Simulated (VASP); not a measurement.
These are MS2 meta-GGA, VASP's PBE PAW potentials (set 64) (plane waves; VASP 6.6.1) values and carry that method's errors.

VASP ran on this input.

### POSCAR
```
PtAl2
4.2495840
  0.0000000000   0.7071067646   0.7071067646
  0.7071067646   0.0000000000   0.7071067646
  0.7071067646   0.7071067646   0.0000000000
Al Pt
2 1
Direct
  0.2500000000   0.2500000000   0.2500000000
  0.7500000000   0.7500000000   0.7500000000
  0.0000000000   0.0000000000   0.0000000000
```

KPOINTS:
```
K-points
0
gamma
 9 9 9
```

**INCAR**
```
! general
SYSTEM  = PtAl2
PREC    = Accurate
ENCUT   = 520
LREAL   = .FALSE.   ! projection in real space or not
LASPH   = .TRUE.

! electronic loop
EDIFF   = 1E-7   ! SCF stop (eV)
NELM    = 100   ! most electronic steps
ALGO    = Normal
LMAXMIX = 6
LMIXTAU = .TRUE.

! smearing
ISMEAR  = 1   ! Methfessel-Paxton
SIGMA   = 0.1   ! width (eV)

! functional
METAGGA = MS2

! ions
ISIF    = 2

! output
LWAVE   = .FALSE.
LCHARG  = .FALSE.
```

POTCAR, in this order: Al Pt (PBE.64 set). Program: vasp_std.

The run wrote:

### OSZICAR
```
       N       E                     dE             d eps       ncg     rms          rms(c)
DAV:   1     0.475241062052E+02    0.47524E+02   -0.65151E+03   872   0.109E+03
DAV:   2    -0.166734152526E+02   -0.64198E+02   -0.57141E+02   984   0.186E+02
DAV:   3    -0.187099038757E+02   -0.20365E+01   -0.19322E+01  1052   0.311E+01
DAV:   4    -0.187227207064E+02   -0.12817E-01   -0.12814E-01  1000   0.290E+00
DAV:   5    -0.187228224899E+02   -0.10178E-03   -0.10178E-03  1068   0.282E-01    0.119E+01
DAV:   6    -0.577029601812E+01    0.12953E+02   -0.66733E+00   840   0.269E+01    0.470E+00
DAV:   7    -0.589645685416E+01   -0.12616E+00   -0.65786E-01   840   0.779E+00    0.249E+00
DAV:   8    -0.539598966509E+01    0.50047E+00   -0.13607E+00   852   0.123E+01    0.161E+00
DAV:   9    -0.568825409715E+01   -0.29226E+00   -0.51204E-01   896   0.808E+00    0.485E-01
DAV:  10    -0.568941915441E+01   -0.11651E-02   -0.75248E-03  1028   0.881E-01    0.353E-01
DAV:  11    -0.568964015190E+01   -0.22100E-03   -0.32493E-02   908   0.189E+00    0.198E-01
DAV:  12    -0.569092587010E+01   -0.12857E-02   -0.26026E-03   928   0.588E-01    0.871E-02
DAV:  13    -0.569101527716E+01   -0.89407E-04   -0.15437E-04  1004   0.114E-01    0.518E-02
DAV:  14    -0.569116593838E+01   -0.15066E-03   -0.21648E-04   924   0.150E-01    0.205E-02
DAV:  15    -0.569116947039E+01   -0.35320E-05   -0.15532E-05   920   0.508E-02    0.218E-02
DAV:  16    -0.569116315152E+01    0.63189E-05   -0.32968E-05   944   0.657E-02    0.110E-02
DAV:  17    -0.569116660988E+01   -0.34584E-05   -0.54846E-06   916   0.316E-02    0.697E-03
DAV:  18    -0.569116551842E+01    0.10915E-05   -0.10742E-06   936   0.124E-02    0.339E-03
DAV:  19    -0.569116557892E+01   -0.60501E-07   -0.11062E-07   620   0.428E-03
   1 F= -.56911656E+01 E0= -.56917119E+01  d E =0.163896E-02
```

**OUTCAR**
```
------------------------ aborting loop because EDIFF is reached ----------------------------------------
  FORCE on cell =-STRESS in cart. coord.  units (eV):
  Direction    XX          YY          ZZ          XY          YZ          ZX
  --------------------------------------------------------------------------------------
  Total       -2.4742527     -2.4742527     -2.4742527      0.0000000     -0.0000000      0.0000000
  in kB      -73.0517124    -73.0517124    -73.0517124      0.0000000     -0.0000000      0.0000000
  external PRESSURE =     -73.0517124 kB  Pullay stress =       0.0000000 kB
  volume of cell :       54.27
      direct lattice vectors                 reciprocal lattice vectors
     0.000000000  3.004909593  3.004909593    -0.166394357  0.166394357  0.166394357
     3.004909593  0.000000000  3.004909593     0.166394357 -0.166394357  0.166394357
     3.004909593  3.004909593  0.000000000     0.166394357  0.166394357 -0.166394357
 POSITION                                       TOTAL-FORCE (eV/Angst)
 -----------------------------------------------------------------------------------
      1.50245      1.50245      1.50245        -0.000000     -0.000000      0.000000
      4.50736      4.50736      4.50736         0.000000      0.000000     -0.000000
      0.00000      0.00000      0.00000        -0.000000     -0.000000     -0.000000
 -----------------------------------------------------------------------------------
    total drift:                                0.000000     -0.000000      0.000000
  FREE ENERGIE OF THE ION-ELECTRON SYSTEM (eV)
  ---------------------------------------------------
  free  energy   TOTEN  =        -5.6911655789 eV

  energy  without entropy=       -5.6928045373  energy(sigma->0) =       -5.69171190
```
(Selected blocks of OUTCAR.)

OUTCAR:
```
 val. band max:        7.2259161921   @ k =   0.4444   0.3333   0.1111

 cond. band min:       7.3768121850   @ k =  -0.4444   0.2222   0.0000


 Fermi energy:         7.3523783052

 k-point     1 :       0.0000    0.0000    0.0000
  band No.  band energies     occupation
      1      -2.7400      2.00000
      2       2.4266      2.00000
      3       2.4266      2.00000
      4       2.4266      2.00000
      5       3.6756      2.00000
      6       3.6756      2.00000
      7       9.8818      0.00000
      8      10.9720      0.00000
      9      10.9720      0.00000
     10      10.9720      0.00000
     11      12.4421      0.00000
     12      12.4421      0.00000

 k-point     2 :       0.1111    0.0000    0.0000
  band No.  band energies     occupation
      1      -2.5752      2.00000
      2       2.3213      2.00000
      3       2.4799      2.00000
      4       2.4799      2.00000
      5       3.6576      2.00000
      6       3.6576      2.00000
      7       9.0658     -0.00000
      8      10.2161      0.00000
      9      10.5113      0.00000
     10      10.5113      0.00000
     11      12.9549      0.00000
     12      12.9553      0.00000

 k-point     3 :       0.2222    0.0000    0.0000
  band No.  band energies     occupation
      1      -2.0947      2.00000
      2       2.0591      2.00000
      3       2.6013      2.00000
      4       2.6013      2.00000
      5       3.6487      2.00000
      6       3.6487      2.00000
      7       6.8622      2.00000
      8       9.6782      0.00000
      9       9.6782      0.00000
     10      10.6192      0.00000
     11      12.5651      0.00000
     12      12.6410      0.00000

 k-point     4 :       0.3333    0.0000    0.0000
  band No.  band energies     occupation
      1      -1.3588      2.00000
      2       1.7222      2.00000
      3       2.6952      2.00000
      4       2.6952      2.00000
      5       3.7329      2.00000
      6       3.7329      2.00000
...
```

Unless said otherwise, spin-orbit coupling is left out, though it shifts the bands of the heavy elements here.

The compound is PtAl2 in the fluorite structure. This cell is one point of a volume scan, at 1.06 of the reference volume.
